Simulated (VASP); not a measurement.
Input of a VASP 6.6.1 run:

File INCAR:

```
PREC = Accurate ; ENCUT = 600
EDIFF = 1E-7 ; ISMEAR = -1
SIGMA = 0.05 ; LREAL = False
LASPH = True ; NELM = 80
ALGO = Normal ; ISIF = 3
LWAVE = False ; LCHARG = False
GGA = 91 ; IBRION = 2
NSW = 40 ; EDIFFG = -0.01
```

File KPOINTS:

```
regular mesh
0
Gamma
  8 8 3
```

File POSCAR:

```
CsLi2
1.0
    3.9663300000      0.0000000000      0.0000000000
   -1.9831700000      3.4349500000      0.0000000000
    0.0000000000      0.0000000000     10.0283800000
Cs Li
1 2
Direct
    0.0000000000      0.0000000000      0.0000000000
    0.3333300000      0.6666700000      0.3486300000
    0.3333300000      0.6666700000      0.6513700000
```

Potentials or basis: VASP PAW PBE potentials, release 64 (Cs_sv, Li_sv).

Launch:

```sh
$ cat potpaw_PBE.64/Cs_sv/POTCAR potpaw_PBE.64/Li_sv/POTCAR > POTCAR
$ mpirun -np 1 vasp_std > vasp.out
```

Question: What does it give for the band gap on the k mesh?

Answer: None (metal or under the smearing width).

Question: Estimate the relaxed volume.

Answer: 44.96 Å³/atom.

Question: Estimate the space group after relaxing (to 0.05 Å).

Answer: P-6m2 (No. 187).

Final structure:
```xyz
3
Lattice="3.9610 0.0000 0.0000 -1.9805 3.4303 0.0000 0.0000 0.0000 9.9270" Properties=species:S:1:pos:R:3 pbc="T T T"
Cs    3.9610    0.0000    0.0000
Li    0.0000    2.2869    3.4604
Li    0.0000    2.2869    6.4666
```

Caveat: the cutoff is under 1.25 times the usual one of these potentials, so pressure, stress and relaxed cells hold a basis-set (Pulay) error; the PAW data sets were made with another functional, which shifts forces and pressure a little. The run has no spin-orbit coupling, so splittings on Cs are missing.
